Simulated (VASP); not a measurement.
# Ga23N24 (a cell with a defect) in VASP: settings compared, part 2 of 2

VASP 6.6.1. Earlier steps stand in the parts before.

### 3 Single point, HSE06, collinear spin, ferromagnetic start

Contents of POSCAR:

```
Ga23N24                                 
1.0
   -3.2177240000     -5.5732640000      5.2440550000
    6.4354500000      0.0000000000      5.2440550000
   -3.2177260000      5.5732640000      5.2440550000
  Ga              N             
    23    24
Direct
     0.6690986500565079    0.3317949867515884    0.0000479270621437
     0.0023780976942327    0.6651391496965467    0.3340911697747941
     0.6657456062783232    0.8335144842647009    0.5016991715476380
     0.9988187243962481    0.1676912646999878    0.8348019349706042
     0.1674961141574651    0.3353552127649193    0.4980394470481599
     0.5014251679550832    0.6686046401356316    0.8314644046326272
     0.8329812731228023    0.9986291774507791    0.1668001283426800
     0.3343457144037260    0.4990786574678679    0.1649766450193741
     0.3323978781876341    0.0005402227572844    0.6653978681042045
     0.1661272220976377    0.8323385047929563    0.9987232147776838
     0.5000690375920667    0.1661782120790167    0.3325790250595039
     0.6666189780892733    0.4987935895570850    0.3340199143907696
     0.5012204340623082    0.3327097054735027    0.6652158830343395
     0.8306355312664012    0.6647196476707207    0.0010337732803566
     0.4993767103082999    0.8325328257743667    0.1665799301514086
     0.8327184296267119    0.1673973243630969    0.4990306203760564
     0.0005587940002877    0.3329587071978681    0.1660192766497861
     0.3335716256552800    0.6667782238033847    0.4992117560275136
     0.6666151308079740    0.9997852077619777    0.8330250057042659
     0.1682937882186810    0.4970070148169211    0.8309478143209872
     0.1662723873224245    0.0002226667676064    0.3318903639668516
     0.9984833294397728    0.8346194531766212    0.6633623704141532
     0.3339083059342756    0.1655819531449438    0.9988337137731006
     0.6255710211124225    0.2918062236538058    0.4582432250097683
     0.4586230292028489    0.1244283124112599    0.7910795913185558
     0.7923399978061383    0.4569430144177430    0.1256237694725240
     0.4582468357633225    0.6246609518943756    0.2913655011812369
     0.7907685717918859    0.9591393031633649    0.6249454937229584
     0.9586004892280104    0.1250294884017242    0.2906441544351948
     0.2929785963470019    0.4586871984958383    0.6231936278203216
     0.6251216964548479    0.7924292749803187    0.9589163491872952
     0.1263062803961551    0.2914425179055785    0.9586908309711284
     0.1263000625193582    0.7925961482852698    0.4578132142431317
     0.9722420437793733    0.6384271312789388    0.8047766066794443
     0.2918846502029483    0.9581418882794924    0.1244872690385920
     0.7886367916002017    0.6375912546472899    0.4388595827014156
     0.6058745005948347    0.4546750552765528    0.8042050481011380
     0.9590327996867781    0.7917751012341406    0.1256045016677342
     0.6245952052035590    0.9588963092041561    0.2915437164582496
     0.9716541293003113    0.2721683118416436    0.6208568307612913
     0.1267147900916953    0.4585921547986914    0.2903656435828865
     0.4579166693420270    0.7928761635073664    0.6248414705225264
     0.7923298191937682    0.1241569514667776    0.9591074683237082
     0.2929584622921964    0.6251554003501346    0.9581522498396833
     0.2927950692888202    0.1250963528089853    0.4569647060362422
     0.1256263408417854    0.9591911405627632    0.7915787400005675
     0.4588782472862936    0.2906918087644141    0.1253144804954040
```

Contents of INCAR.step1:

```
PREC = Normal
ENCUT = 400
EDIFF = 1E-5
ISMEAR = 0
SIGMA = 0.01
LREAL = Auto
LASPH = True
NELM = 150
ALGO = Normal
ISIF = 2
LWAVE = True
LCHARG = False
ISPIN = 2
MAGMOM = 0 0 0 0 0 0 0 0 0 0 0 0 0 0 0 0 0 0 0 0 0 0 0 0 0 0 0 0 0 0 0 0 0 0.25 0 0.25 0.25 0 0 0.25 0 0 0 0 0 0 0
LORBIT = 11
NBANDS = 242
AMIX = 0.2
BMIX = 1E-4
AMIX_MAG = 0.8
BMIX_MAG = 1E-4
ICORELEVEL = 1
GGA = PE
LUSENCCL = False
```

Contents of INCAR.step2:

```
PREC = Normal
ENCUT = 400
EDIFF = 1E-6
ISMEAR = 0
SIGMA = 0.01
LREAL = Auto
LASPH = True
NELM = 150
ALGO = Normal
ISIF = 2
LWAVE = False
LCHARG = False
ISPIN = 2
MAGMOM = 0 0 0 0 0 0 0 0 0 0 0 0 0 0 0 0 0 0 0 0 0 0 0 0 0 0 0 0 0 0 0 0 0 0.25 0 0.25 0.25 0 0 0.25 0 0 0 0 0 0 0
LORBIT = 11
GGA = PE
LHFCALC = True
HFSCREEN = 0.2
PRECFOCK = Fast
NBANDS = 242
AMIX = 0.2
BMIX = 1E-4
AMIX_MAG = 0.8
BMIX_MAG = 1E-4
ICORELEVEL = 1
ISTART = 1
LUSENCCL = False
```

Contents of KPOINTS:

```
Automatic mesh
0
Gamma
  1 1 1
```

Potentials or basis: VASP PAW PBE potentials, release 64 (Ga_d, N).

On the command line:

```sh
cat potpaw_PBE.64/Ga_d/POTCAR potpaw_PBE.64/N/POTCAR > POTCAR
cp INCAR.step1 INCAR
mpirun -np 1 vasp_gam > vasp.out
cp INCAR.step2 INCAR
mpirun -np 1 vasp_gam > vasp.out
```

Wall time 49 min (1 × NVIDIA H100 80GB with 1 thread of AMD EPYC 7R13 (Zen 3), shared host); peak memory 1.3 GiB.

The run converged. Its results:

```
Free energy                                           : -344.5503 eV
Largest force                                         : 0.308 eV/Å
Band gap on the k mesh                                : 1.59 eV, direct
Net moment                                            : 3.00 μB per cell
Site moments                                          : Ga -0.01, -0.00, +0.00; N +0.02, +0.01, +0.00, -0.00, +0.45, +0.47, +0.07, +0.03 μB
Valence electrons inside the program's atomic spheres : Ga 11.82, 11.81, 11.79, 11.78, 11.80; N 3.70, 3.62, 3.69
```

Forces in eV/Å, atoms in the order of the input:
```
Ga  -0.235  0.178  0.086
Ga   0.054 -0.238  0.119
Ga   0.270  0.118  0.079
Ga  -0.240  0.057  0.129
Ga  -0.041 -0.293  0.087
Ga   0.180  0.173  0.112
Ga  -0.010 -0.021  0.009
Ga   0.036  0.002  0.014
Ga  -0.023  0.029  0.006
Ga  -0.008 -0.005 -0.054
Ga   0.002 -0.003 -0.062
Ga   0.044 -0.008 -0.300
Ga  -0.012  0.034 -0.300
Ga   0.006 -0.060  0.118
Ga   0.043  0.025 -0.014
Ga  -0.009 -0.020 -0.305
Ga   0.001 -0.020  0.003
Ga   0.015  0.014  0.002
Ga  -0.024  0.008  0.001
Ga   0.022  0.023  0.126
Ga  -0.017 -0.058 -0.008
Ga  -0.055  0.006  0.119
Ga  -0.042  0.040 -0.007
N   -0.035  0.001  0.170
N    0.036 -0.055  0.028
N    0.052  0.034  0.011
N   -0.036 -0.061  0.028
N    0.029 -0.026  0.014
N   -0.007  0.035  0.020
N   -0.025  0.030  0.002
N   -0.037 -0.011 -0.020
N   -0.002  0.000 -0.028
N   -0.022  0.035 -0.034
N    0.024  0.035  0.049
N    0.017  0.005  0.001
N    0.096 -0.098  0.019
N    0.053  0.097  0.050
N   -0.089  0.125 -0.136
N   -0.075  0.031  0.038
N   -0.091 -0.009  0.028
N   -0.014  0.077 -0.010
N   -0.087 -0.081 -0.004
N    0.080  0.013 -0.017
N   -0.075 -0.107 -0.127
N    0.096  0.094  0.048
N    0.174 -0.018 -0.132
N   -0.022 -0.129  0.043
```

Levels at points of the mesh, in eV from the valence-band top:
Spin up:
| k point | band 209 | band 210 | band 211 | band 212 | band 213 | band 214 |
| --- | --- | --- | --- | --- | --- | --- |
| (0.00, 0.00, 0.00) | -0.46 | -0.43 | -0.43 | 2.90 | 5.39 | 6.05 |
Spin down:
| k point | band 205 | band 206 | band 207 | band 208 | band 209 | band 210 | band 211 | band 212 |
| --- | --- | --- | --- | --- | --- | --- | --- | --- |
| (0.00, 0.00, 0.00) | -0.49 | -0.44 | -0.44 | 0.00 | 1.59 | 1.60 | 1.74 | 2.97 |

Core levels (eV, on the scale of the bands):
```csv
atom,levels
1 Ga,"1s -10216.6, 2s -1250.0, 2p -1086.5, 3s -136.8, 3p -87.5"
2 Ga,"1s -10216.6, 2s -1250.0, 2p -1086.5, 3s -136.8, 3p -87.5"
3 Ga,"1s -10216.6, 2s -1250.0, 2p -1086.5, 3s -136.8, 3p -87.5"
4 Ga,"1s -10216.6, 2s -1250.0, 2p -1086.5, 3s -136.8, 3p -87.5"
5 Ga,"1s -10216.6, 2s -1250.0, 2p -1086.5, 3s -136.8, 3p -87.5"
6 Ga,"1s -10216.6, 2s -1250.0, 2p -1086.5, 3s -136.8, 3p -87.5"
```

Caveat: the PAW data sets were made with another functional, which shifts forces and pressure a little.
